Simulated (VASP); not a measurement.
For cubic CaO (rock salt), VASP with LDA (Ceperley-Alder, Perdew-Zunger), VASP's LDA PAW potentials (set 64) gives ε∞ = 3.88, a static ε₀ = 14.59 and a transverse optical mode at 293 cm⁻¹.

Question: Estimate the longitudinal optical frequency at Γ.

Answer: By the Lyddane-Sachs-Teller relation, ω_LO = ω_TO √(ε₀/ε∞) = 293 × √(14.59/3.88) = 568 cm⁻¹.

Measured: ε∞ 3.30 (computed value off by +17.5 %), as given by Wei Chen et al., Physical Review Materials (2018), doi:10.1103/physrevmaterials.2.073803.

The compound is CaO in the rock salt structure. It was relaxed first, which changed the volume by -6 %.
